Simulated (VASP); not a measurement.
# Al2InN3 (I-4m2) in VASP: notebook

Runs on Al2InN3. Level: PBE. Tasks: relaxation of cell and atoms.

Program: VASP 6.6.1. These are calculated values, not measurements. Logs are shortened: lines on timing, memory, paths and dates and some standing lists are left out, and cuts for length are marked.

### 1 The crystal as given

The structure is tetragonal, space group I-4m2 (No. 119). The conventional cell has a = 3.256 Å, b = 3.256 Å, c = 13.834 Å, α = 90.00°, β = 90.00°, γ = 90.00°. Al (site symmetry 2mm) has 4 N at 1.92 to 1.93 Å as nearest neighbours. In (site symmetry -4m2) is surrounded by 4 N at 2.15 Å. N (site symmetry 2mm) has 2 Al at 1.92 Å and 2 In at 2.15 Å as nearest neighbours. N (site symmetry -4m2) has 4 Al at 1.93 Å as nearest neighbours.

The cell was built by a generator and needn't be a form met in nature.

### 2 Relaxation of cell and atoms, PBE

INCAR

```
SYSTEM = Al2InN3
  PREC = Accurate
  ENCUT = 520
  EDIFF = 1E-6
  ISMEAR = 0
  SIGMA = 0.03
  LREAL = .FALSE.
  LASPH = .TRUE.
  NELM = 120
  ALGO = Normal
  ISIF = 3
  LWAVE = .FALSE.
  LCHARG = .FALSE.
  GGA = PE
  IBRION = 2
  NSW = 90
  EDIFFG = -0.01
  KPAR = 4
```

KPOINTS

```
regular mesh
0
G
  10 10 10
  0 0 0
```

POSCAR

```
Al2InN3
1.0
   -1.6280000000      1.6280000000      6.9170000000
    1.6280000000     -1.6280000000      6.9170000000
    1.6280000000      1.6280000000     -6.9170000000
Al In N
2 1 3
Direct
    0.6750036100      0.6750036100      0.0000000000
    0.3249963900      0.3249963900      0.0000000000
    0.0000000000      0.0000000000      0.0000000000
    0.3982217700      0.8982217700      0.5000000000
    0.1017782300      0.6017782300      0.5000000000
    0.7500000000      0.2500000000      0.5000000000
```

Potentials or basis: VASP PAW PBE potentials, release 64 (Al, In_d, N).

Started as:

```bash
$ cat potpaw_PBE.64/Al/POTCAR potpaw_PBE.64/In_d/POTCAR potpaw_PBE.64/N/POTCAR > POTCAR
$ mpirun -np 4 vasp_std > vasp.out
```

OUTCAR:

```text
SYSTEM = Al2InN3
   PREC = Accurate
   ENCUT = 520
   EDIFF = 1E-6
   ISMEAR = 0
   LREAL = .FALSE.
   LASPH = .TRUE.
   NELM = 120
   ISIF = 3
   GGA = PE
   IBRION = 2
   NSW = 90
   EDIFFG = -0.01

 ion  position               nearest neighbor table
   1  0.675  0.675  0.000-   5 1.92   5 1.92   6 1.93   6 1.93   2 3.10   2 3.10   2 3.10   2 3.10
                             3 3.34   3 3.34   3 3.34   3 3.34
   2  0.325  0.325  0.000-   4 1.92   4 1.92   6 1.93   6 1.93   1 3.10   1 3.10   1 3.10   1 3.10
                             3 3.34   3 3.34   3 3.34   3 3.34
   3  0.000  0.000  0.000-   5 2.15   4 2.15   5 2.15   4 2.15   2 3.34   1 3.34   1 3.34   1 3.34
                             2 3.34   2 3.34   1 3.34   2 3.34
   4  0.398  0.898  0.500-   2 1.92   2 1.92   3 2.15   3 2.15
   5  0.102  0.602  0.500-   1 1.92   1 1.92   3 2.15   3 2.15
   6  0.750  0.250  0.500-   2 1.93   1 1.93   2 1.93   1 1.93

  LATTYP: Found a body centered tetragonal cell.
 ALAT       =     3.2560000000
 C/A-ratio  =     4.2487714988

  Lattice vectors:

 A1 = (  -1.6280000000,   1.6280000000,   6.9170000000)
 A2 = (   1.6280000000,  -1.6280000000,   6.9170000000)
 A3 = (   1.6280000000,   1.6280000000,  -6.9170000000)

Analysis of symmetry for initial positions (statically):
=====================================================================
 Subroutine PRICEL returns:
 Original cell was already a primitive cell.

 Routine SETGRP: Setting up the symmetry group for a
 body centered tetragonal supercell.

 Subroutine GETGRP returns: Found  8 space group operations
 (whereof  8 operations were pure point group operations)
 out of a pool of 16 trial point group operations.

The static configuration has the point symmetry D_2d.

Analysis of symmetry for dynamics (positions and initial velocities):
=====================================================================
 Subroutine PRICEL returns:
 Original cell was already a primitive cell.

 Routine SETGRP: Setting up the symmetry group for a
 body centered tetragonal supercell.

 Subroutine GETGRP returns: Found  8 space group operations
 (whereof  8 operations were pure point group operations)
 out of a pool of 16 trial point group operations.

The dynamic configuration has the point symmetry D_2d.

 Subroutine INISYM returns: Found  8 space group operations
 (whereof  8 operations are pure point group operations),
 and found     1 'primitive' translations

----------------------------------------------------------------------------------------

                                     Primitive cell

  volume of cell :      73.3308

  direct lattice vectors                    reciprocal lattice vectors
    -1.628000000  1.628000000  6.917000000     0.000000000  0.307125307  0.072285673
     1.628000000 -1.628000000  6.917000000     0.307125307  0.000000000  0.072285673
     1.628000000  1.628000000 -6.917000000     0.307125307  0.307125307  0.000000000

  length of vectors
     7.290106789  7.290106789  7.290106789     0.315517310  0.315517310  0.434340775

  position of ions in fractional coordinates (direct lattice)
     0.675003610  0.675003610  0.000000000
     0.324996390  0.324996390  0.000000000
     0.000000000  0.000000000  0.000000000
     0.398221770  0.898221770  0.500000000
     0.101778230  0.601778230  0.500000000
     0.750000000  0.250000000  0.500000000

  ion indices of the primitive-cell ions
   primitive index   ion index
                 1           1
                 2           2
                 3           3
                 4           4
                 5           5
                 6           6

----------------------------------------------------------------------------------------

 KPOINTS: regular mesh

Automatic generation of k-mesh.
 Grid dimensions read from file:
 generate k-points for:   10   10   10

 Generating k-lattice:

  Cartesian coordinates                     Fractional coordinates (reciprocal lattice)
     0.000000000  0.030712531  0.007228567     0.100000000  0.000000000  0.000000000
     0.030712531  0.000000000  0.007228567     0.000000000  0.100000000  0.000000000
     0.030712531  0.030712531  0.000000000     0.000000000  0.000000000  0.100000000

  Length of vectors
     0.031551731  0.031551731  0.043434077

  Shift w.r.t. Gamma in fractional coordinates (k-lattice)
     0.000000000  0.000000000  0.000000000

 Subroutine IBZKPT returns following result:
 ===========================================

 Found    102 irreducible k-points:

 Following reciprocal coordinates:
            Coordinates               Weight
  0.000000  0.000000  0.000000      1.000000
  0.100000  0.000000  0.000000      8.000000
  0.200000  0.000000  0.000000      8.000000
  0.300000  0.000000  0.000000      8.000000
  0.400000  0.000000  0.000000      8.000000
  0.500000  0.000000 -0.000000      4.000000
[... 16 lines left out ...]
  0.300000  0.300000  0.000000      8.000000
  0.400000  0.300000  0.000000     16.000000
 [... further k-points ...]
   k-points           NKPTS =    102   k-points in BZ     NKDIM =    102   number of bands    NBANDS=     21
   number of dos      NEDOS =    301   number of ions     NIONS =      6
   total plane-waves  NPLWV = 157464
   dimension x,y,z NGX =    54 NGY =   54 NGZ =   54
   dimension x,y,z NGXF=   108 NGYF=  108 NGZF=  108
   ions per type =               2   1   3
   NGX,Y,Z   is equivalent  to a cutoff of  12.31, 12.31, 12.31 a.u.
   NGXF,Y,Z  is equivalent  to a cutoff of  24.63, 24.63, 24.63 a.u.
 SYSTEM =  Al2InN3
   PREC   = accura    normal or accurate (medium, high low for compatibility)
   ISTART =      0    job   : 0-new  1-cont  2-samecut
   ICHARG =      2    charge: 1-file 2-atom 10-const
   ISPIN  =      1    spin polarized calculation?
   LNONCOLLINEAR =      F non collinear calculations
   LSORBIT =      F    spin-orbit coupling
   LASPH  =      T    aspherical Exc in radial PAW
   ENCUT  =  520.0 eV  38.22 Ry    6.18 a.u.  13.55 13.55 13.55*2*pi/ulx,y,z
   NELM   =    120;   NELMIN=  2; NELMDL= -5     # of ELM steps
   EDIFF  = 0.1E-05   stopping-criterion for ELM
   LREAL  =      F    real-space projection
   EDIFFG = -.1E-01   stopping-criterion for IOM
   NSW    =     90    number of steps for IOM
   IBRION =      2    ionic relax: 0-MD 1-quasi-New 2-CG
   NFREE  =      1    steps in history (QN), initial steepest desc. (CG)
   ISIF   =      3    stress and relaxation
   ISYM   =      2    0-nonsym 1-usesym 2-fastsym
   POTIM  = 0.5000    time-step for ionic-motion
   TEBEG  =    0.0;   TEEND  =   0.0 temperature during run
   PSTRESS=    0.0 pullay stress
   NELECT =      34.0000    total number of electrons
   NUPDOWN=      -1.0000    fix difference up-down
   EMIN   =  10.00;   EMAX   =-10.00  energy-range for DOS
   EFERMI =   0.00;   METHOD = LEGACY
   ISMEAR =     0;   SIGMA  =   0.03  broadening in eV -4-tet -1-fermi 0-gaus
   EFERMI_NEDOS =   21; number of points for ismear=-14 and -15
   IALGO  =     38    algorithm
   IMIX   =      4    mixing-type and parameters
     AMIX     =   0.40;   BMIX     =  1.00
     AMIX_MAG =   1.60;   BMIX_MAG =  1.00
  volume/ion in A,a.u.               =      12.22        82.48
  Fermi-wavevector in a.u.,A,eV,Ry     =   1.267085  2.394443 21.844200  1.605503
  Thomas-Fermi vector in A             =   2.400251
   LORBIT       =      0    0 simple, 1 ext, 2 COOP (PROOUT), +10 PAW based schemes
   GGA     = PE    functional components
   LHFCALC =     F    Hartree Fock is set to
   AEXX    =    0.0000 exact exchange contribution
   IVDW    =     0    specifies the selected vdW correction
   LEPSILON=     F    determine dielectric tensor
   LRPA    =     F    only Hartree local field effects (RPA)
 conjugate gradient relaxation of ions
 non-spin polarized calculation
 Gauss-broadening in eV      SIGMA  =   0.03
  energy-cutoff  :      520.00
  volume of cell :       73.33
 maximum number of plane-waves:      2005
   NGX = 27   NGY = 27   NGZ = 27

--------------------------------------- Ionic step        1  -------------------------------------------

 number of electron      33.9999998 magnetization

 Free energy of the ion-electron system (eV)
  ---------------------------------------------------
  ext. energy  EPLUGINS =         0.00000000
  ---------------------------------------------------
  free energy    TOTEN  =       -40.02978745 eV

  energy without entropy =      -40.02978745  energy(sigma->0) =      -40.02978745

------------------------ aborting loop because EDIFF is reached ----------------------------------------

  FORCE on cell =-STRESS in cart. coord.  units (eV):
  Direction    XX          YY          ZZ          XY          YZ          ZX
  --------------------------------------------------------------------------------------
  -------------------------------------------------------------------------------------
  Total        0.1533020      0.1533020      0.2646568      0.0000000     -0.0000000      0.0000000
  in kB        3.3494378      3.3494378      5.7823853      0.0000000     -0.0000000      0.0000000
  external PRESSURE =       4.1604203 kB  Pullay stress =       0.0000000 kB
[... 145 lines left out ...]
  energy  without entropy=      -40.0301086655  energy(sigma->0) =      -40.03010867

--------------------------------------- Ionic step        5  -------------------------------------------

 number of electron      33.9999997 magnetization

 Free energy of the ion-electron system (eV)
  ---------------------------------------------------
  ext. energy  EPLUGINS =         0.00000000
  ---------------------------------------------------
  free energy    TOTEN  =       -40.03018599 eV

  energy without entropy =      -40.03018599  energy(sigma->0) =      -40.03018599

 E-fermi :   6.4708     XC(G=0): -10.8258

 val. band max:        6.3119570252   @ k =   0.0000   0.0000   0.0000
 cond. band min:       7.9463178980   @ k =   0.0000   0.0000   0.0000
 fundamental gap:      1.6343608728
 Fermi energy:         6.4707929995

 k-point     1 :       0.0000    0.0000    0.0000
  band No.  band energies     occupation
      1      -8.6366      2.00000
      2      -8.1518      2.00000
      3      -6.8075      2.00000
      4      -6.6895      2.00000
      5      -6.6895      2.00000
      6      -6.6824      2.00000
[... 550 lines left out ...]
      5      -6.6256      2.00000
      6      -6.5203      2.00000
[... 13 lines left out ...]
     20      12.4386      0.00000
     21      13.0507      0.00000

 [... further k-points ...]

------------------------ aborting loop because EDIFF is reached ----------------------------------------

  FORCE on cell =-STRESS in cart. coord.  units (eV):
  Direction    XX          YY          ZZ          XY          YZ          ZX
  --------------------------------------------------------------------------------------
  -------------------------------------------------------------------------------------
  Total       -0.0322765     -0.0322765      0.0439036      0.0000000      0.0000000      0.0000000
  in kB       -0.7033080     -0.7033080      0.9566648      0.0000000      0.0000000      0.0000000
  external PRESSURE =      -0.1499837 kB  Pullay stress =       0.0000000 kB
[... 21 lines left out ...]
  FREE ENERGIE OF THE ION-ELECTRON SYSTEM (eV)
  ---------------------------------------------------
  free  energy   TOTEN  =       -40.0301859942 eV

  energy  without entropy=      -40.0301859942  energy(sigma->0) =      -40.03018599

 reached required accuracy - stopping structural energy minimisation
```

It took 10 min on 4 MPI ranks of Intel Xeon Platinum 8259CL at 2.50GHz (Skylake/Cascade Lake), shared host; peak memory 0.54 GiB.

Results:

```yaml
Free_energy: -40.0302 eV
Relaxed_volume: 12.25 Å³/atom
Relaxed_cell: a = 7.302 Å, b = 7.302 Å, c = 7.302 Å, α = 154.22°, β = 154.22°, γ = 36.77°
Space_group_after_relaxing_to_0.05_Å: I-4m2 (No. 119)
Energy_gained_by_relaxing: 0.1 meV/atom
Ionic_steps: 5
Pressure_after_relaxing: 0.0 GPa
Largest_force_after_relaxing: 0.008 eV/Å
Band_gap_on_the_k_mesh: 1.63 eV, direct
```

Forces on the atoms (eV/Å):
```
Al   0.000  0.000 -0.008
Al   0.000  0.000  0.008
In   0.000  0.000  0.000
N    0.000  0.000  0.008
N    0.000  0.000 -0.008
N    0.000  0.000  0.000
```

The path:
```csv
step,energy change (eV),largest force (eV/Å),pressure (GPa),volume (Å³)
1,0.0000,0.0283,0.42,73.33
2,-0.0002,0.0174,-0.33,73.67
3,-0.0003,0.0159,-0.07,73.54
4,-0.0003,0.0161,-0.03,73.53
5,-0.0004,0.0080,-0.01,73.53
```

Final structure:
```
CELL_PARAMETERS angstrom
-1.62874 1.62874 6.92929
1.62874 -1.62874 6.92929
1.62874 1.62874 -6.92929
ATOMIC_POSITIONS crystal
Al 0.67495 0.67495 0.00000
Al 0.32505 0.32505 0.00000
In 0.00000 0.00000 0.00000
N 0.39834 0.89834 0.50000
N 0.10166 0.60166 0.50000
N 0.75000 0.25000 0.50000
```

Levels at points of the mesh, in eV from the valence-band top:
```
           k point  band 14  band 15  band 16  band 17  band 18  band 19  band 20  band 21
(0.00, 0.00, 0.00)    -1.60    -0.62     0.00     0.00     1.63     4.25     4.65     7.61
(0.50, 0.00, 0.00)    -1.30    -1.28    -0.75    -0.18     4.41     4.97     6.87     7.31
(0.50, 0.50, 0.00)    -2.69    -2.65    -2.02    -1.99     2.96     4.65     5.12     6.21
(0.50, 0.50, 0.50)    -1.14    -1.14    -0.27    -0.27     3.16     3.38     4.66     7.19
```

Caveat: spin-orbit coupling is left out, which moves the levels of the heavy elements. A hybrid or GW would open this gap; PBE tends to underestimate it.

(Part 1 of 2 ends here.)
